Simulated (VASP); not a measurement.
Calculation: PBEsol GGA, VASP's PBE PAW potentials (set 64) (plane waves; VASP).

VASP input:

**POSCAR**
```
Ir
1
    2.5430413052     0.0000000000     0.0000000000
    0.0000000000     2.5430413052     0.0000000000
    0.0000000000    -0.0000000000     2.5430413052
Ir
1
Direct
  0.0000000000   0.0000000000   0.0000000000
```

File KPOINTS:
```
Automatic mesh
0
Gamma
13 13 13
0 0 0
```

**INCAR**
```
SYSTEM = Ir
PREC = Accurate
ENCUT = 400
EDIFF = 1E-6
NELM = 100
ALGO = Normal
LREAL = .FALSE.
LASPH = .TRUE.
ISMEAR = 1
SIGMA = 0.1
GGA = PS
LMAXMIX = 6
LWAVE = .FALSE.
LCHARG = .FALSE.
IBRION = 2
ISIF = 3
NSW = 60
EDIFFG = -0.01
```

POTCAR, in this order: Ir (PBE.64 set). Program: vasp_std.

What VASP printed:

### OSZICAR
```
       N       E                     dE             d eps       ncg     rms          rms(c)
DAV:   1     0.316752457473E+02    0.31675E+02   -0.37475E+03  1416   0.796E+02
DAV:   2    -0.858496415751E+01   -0.40260E+02   -0.38945E+02  1344   0.179E+02
DAV:   3    -0.917892508664E+01   -0.59396E+00   -0.59325E+00  1808   0.288E+01
DAV:   4    -0.918307302389E+01   -0.41479E-02   -0.41475E-02  1784   0.194E+00
DAV:   5    -0.918309500199E+01   -0.21978E-04   -0.21978E-04  1880   0.101E-01    0.124E+01
DAV:   6    -0.878934861535E+01    0.39375E+00   -0.99301E-01  1592   0.128E+01    0.511E+00
DAV:   7    -0.872864107356E+01    0.60708E-01   -0.21703E-01  1792   0.555E+00    0.151E+00
DAV:   8    -0.872338145929E+01    0.52596E-02   -0.57228E-03  1456   0.126E+00    0.526E-01
DAV:   9    -0.872281726419E+01    0.56420E-03   -0.19717E-04  1536   0.224E-01    0.222E-02
DAV:  10    -0.872282143598E+01   -0.41718E-05   -0.32783E-06  1808   0.162E-02    0.190E-03
DAV:  11    -0.872282152009E+01   -0.84110E-07   -0.38305E-07   864   0.776E-03
   1 F= -.87228215E+01 E0= -.87227600E+01  d E =-.872282E+01
```

**OUTCAR**
```
------------------------ aborting loop because EDIFF is reached ----------------------------------------
  FORCE on cell =-STRESS in cart. coord.  units (eV):
  Direction    XX          YY          ZZ          XY          YZ          ZX
  --------------------------------------------------------------------------------------
  Total       -0.0047816     -0.0047816     -0.0047816      0.0000000      0.0000000     -0.0000000
  in kB       -0.4658284     -0.4658284     -0.4658284      0.0000000      0.0000000     -0.0000000
  external PRESSURE =      -0.4658284 kB  Pullay stress =       0.0000000 kB
  volume of cell :       16.45
      direct lattice vectors                 reciprocal lattice vectors
     2.543041305  0.000000000  0.000000000     0.393229948  0.000000000  0.000000000
     0.000000000  2.543041305  0.000000000     0.000000000  0.393229948  0.000000000
     0.000000000  0.000000000  2.543041305     0.000000000  0.000000000  0.393229948
 POSITION                                       TOTAL-FORCE (eV/Angst)
 -----------------------------------------------------------------------------------
      0.00000      0.00000      0.00000         0.000000      0.000000      0.000000
 -----------------------------------------------------------------------------------
    total drift:                               -0.000000      0.000000     -0.000000
  FREE ENERGIE OF THE ION-ELECTRON SYSTEM (eV)
  ---------------------------------------------------
  free  energy   TOTEN  =        -8.7228215201 eV

  energy  without entropy=       -8.7226368770  energy(sigma->0) =       -8.72275997

 reached required accuracy - stopping structural energy minimisation
```
(Selected blocks of OUTCAR.)

### OUTCAR
```
 val. band max:        7.6450980153   @ k =   0.4615   0.3077   0.2308

 cond. band min:       7.6581468521   @ k =   0.2308   0.0769   0.0000


 Fermi energy:         7.6543212893

 k-point     1 :       0.0000    0.0000    0.0000
  band No.  band energies     occupation
      1      -1.7163      2.00000
      2       1.5055      2.00000
      3       1.5055      2.00000
      4       9.0866     -0.00000
      5       9.0866     -0.00000
      6       9.0866     -0.00000
      7      23.4809      0.00000
      8      23.4809      0.00000

 k-point     2 :       0.0769    0.0000    0.0000
  band No.  band energies     occupation
      1      -1.5287      2.00000
      2       1.5454      2.00000
      3       1.6913      2.00000
      4       8.8738     -0.00000
      5       8.8738     -0.00000
      6       9.1029     -0.00000
      7      22.3041      0.00000
      8      23.8373      0.00000

 k-point     3 :       0.1538    0.0000    0.0000
  band No.  band energies     occupation
      1      -1.0223      2.00000
      2       1.6579      2.00000
      3       2.2621      2.00000
      4       8.3261     -0.00000
      5       8.3262     -0.00000
      6       9.1482     -0.00000
      7      20.1021      0.00000
      8      24.8006      0.00000

 k-point     4 :       0.2308    0.0000    0.0000
  band No.  band energies     occupation
      1      -0.3410      2.00000
      2       1.8215      2.00000
      3       3.2243      2.00000
      4       7.6366      1.29399
      5       7.6366      1.29399
      6       9.2127     -0.00000
      7      17.9061      0.00000
      8      26.1372      0.00000

 k-point     5 :       0.3077    0.0000    0.0000
  band No.  band energies     occupation
      1       0.3558      2.00000
      2       2.0019      2.00000
      3       4.4786      2.00000
      4       6.9838      2.00000
      5       6.9838      2.00000
      6       9.2820     -0.00000
      7      16.0320      0.00000
...
```

Unless said otherwise, spin-orbit coupling is left out, though it shifts the bands of the heavy elements here.

The structure was generated: Ir was put into the simple-cubic type (Pm-3m), which need not be its known phase. It was relaxed first. The start is the result of an earlier pass.
